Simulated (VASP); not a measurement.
# Ga4As3P (ordered alloy cell): computed properties

Level of theory: PBEsol GGA, VASP's PBE PAW potentials (set 64) (plane waves; VASP).

| Property | Result |
|---|---|
| space group | Amm2 (38) |
| cell | a = 3.964 Å, b = 7.927 Å, c = 11.190 Å, α = β = γ = 90.00° |
| volume per atom | 21.98 Å³/atom |
| band gap (over mesh and band path) | 0.71 eV |
| smallest direct gap (over mesh and band path) | 0.71 eV |
| band-edge character | direct, Γ to Γ |
| density | 5.05 g/cm³ |

```yaml
crystal:
  lattice:
    - [0.00061, 5.60574, 5.59493]
    - [5.60574, 0.00061, 5.59493]
    - [2.80317, 2.80317, 0.00000]
  atoms:
    - { symbol: Ga, position: [0.00478, 0.00478, 0.99044] }
    - { symbol: Ga, position: [0.00285, 0.49262, 0.00453] }
    - { symbol: Ga, position: [0.49262, 0.00285, 0.00453] }
    - { symbol: Ga, position: [0.49980, 0.49980, 0.00041] }
    - { symbol: P, position: [0.12496, 0.12496, 0.25009] }
    - { symbol: As, position: [0.12465, 0.62520, 0.25014] }
    - { symbol: As, position: [0.62520, 0.12465, 0.25014] }
    - { symbol: As, position: [0.62514, 0.62514, 0.24972] }
```

The structure was generated: Ga4As3P was put into an ordered model structure (Amm2), which need not be its known phase. It was relaxed first. Symmetry was kept, so distortions that lower it aren't found.
